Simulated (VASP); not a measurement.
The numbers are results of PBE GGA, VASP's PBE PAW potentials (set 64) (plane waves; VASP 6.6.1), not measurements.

VASP ran on this input.

File POSCAR:
```
FeAl
1
    2.9102120000     0.0000000000     0.0000000000
    0.0000000000     2.8524460000     0.0000000000
    0.0000000000     0.0000000000     2.8970010000
Al Fe
1 1
Direct
  0.5000000000   0.5000000000   0.5000000000
  0.0093600000   0.0000000000   0.0000000000
```

### KPOINTS
```
Automatic mesh
0
Monkhorst-Pack
 10 11 10
0 0 0
```

**INCAR**
```
ALGO = Normal
EDIFF = 1E-6
ENCUT = 400
GGA = PE
ISIF = 2
ISMEAR = 1
LASPH = .True.
LCHARG = .False.
LMAXMIX = 4
LREAL = .False.
LWAVE = .False.
NELM = 100
PREC = Accurate
SIGMA = 0.1
SYSTEM = FeAl
```

POTCAR, in this order: Al Fe (PBE.64 set). Program: vasp_std.

Output

### OSZICAR
```
       N       E                     dE             d eps       ncg     rms          rms(c)
DAV:   1     0.266665153290E+02    0.26667E+02   -0.43406E+03  2724   0.991E+02
DAV:   2    -0.135566417460E+02   -0.40223E+02   -0.38592E+02  2720   0.168E+02
DAV:   3    -0.145584629368E+02   -0.10018E+01   -0.98709E+00  3251   0.354E+01
DAV:   4    -0.145767839272E+02   -0.18321E-01   -0.18300E-01  3562   0.438E+00
DAV:   5    -0.145771017471E+02   -0.31782E-03   -0.31781E-03  3286   0.476E-01    0.137E+01
DAV:   6    -0.167117726996E+02   -0.21347E+01   -0.76642E+01  3090   0.135E+02    0.186E+01
DAV:   7    -0.126454628028E+02    0.40663E+01   -0.38095E+01  3020   0.843E+01    0.254E+00
DAV:   8    -0.126149817238E+02    0.30481E-01   -0.22338E-01  2990   0.584E+00    0.146E+00
DAV:   9    -0.126010148274E+02    0.13967E-01   -0.44995E-02  3296   0.325E+00    0.361E-01
DAV:  10    -0.126006082595E+02    0.40657E-03   -0.84115E-04  3341   0.367E-01    0.160E-01
DAV:  11    -0.126005895979E+02    0.18662E-04   -0.23804E-05  3058   0.539E-02    0.369E-02
DAV:  12    -0.126005878851E+02    0.17128E-05   -0.61463E-06  3003   0.310E-02    0.552E-03
DAV:  13    -0.126005876944E+02    0.19064E-06   -0.12595E-07  1402   0.360E-03
   1 F= -.12600588E+02 E0= -.12600461E+02  d E =-.379707E-03
```

### OUTCAR
```
------------------------ aborting loop because EDIFF is reached ----------------------------------------
  FORCE on cell =-STRESS in cart. coord.  units (eV):
  Direction    XX          YY          ZZ          XY          YZ          ZX
  --------------------------------------------------------------------------------------
  Total       -0.6522639     -0.3250723     -0.5627074      0.0000000      0.0000000      0.0000000
  in kB      -43.4553485    -21.6570743    -37.4888836      0.0000000      0.0000000      0.0000000
  external PRESSURE =     -34.2004355 kB  Pullay stress =       0.0000000 kB
  volume of cell :       24.05
      direct lattice vectors                 reciprocal lattice vectors
     2.910212000  0.000000000  0.000000000     0.343617578  0.000000000  0.000000000
     0.000000000  2.852446000  0.000000000     0.000000000  0.350576312  0.000000000
     0.000000000  0.000000000  2.897001000     0.000000000  0.000000000  0.345184555
 POSITION                                       TOTAL-FORCE (eV/Angst)
 -----------------------------------------------------------------------------------
      1.45511      1.42622      1.44850         0.210640      0.000000      0.000000
      0.02724      0.00000      0.00000        -0.210640      0.000000      0.000000
 -----------------------------------------------------------------------------------
    total drift:                                0.000199      0.000000      0.000004
  FREE ENERGIE OF THE ION-ELECTRON SYSTEM (eV)
  ---------------------------------------------------
  free  energy   TOTEN  =       -12.6005876944 eV

  energy  without entropy=      -12.6002079873  energy(sigma->0) =      -12.60046113
```
(Selected blocks of OUTCAR.)

The compound is FeAl in the CsCl type structure. The cell was not relaxed at this level, atoms are displaced from their ideal sites. The run is one of a series of settings (KPOINTS 10×11×10 Monkhorst-Pack mesh against the base run), some of them coarse on purpose. The run is not spin-polarised, so no magnetic state was tried. The electron count is odd and the run is not spin-polarised, which forces a metal.
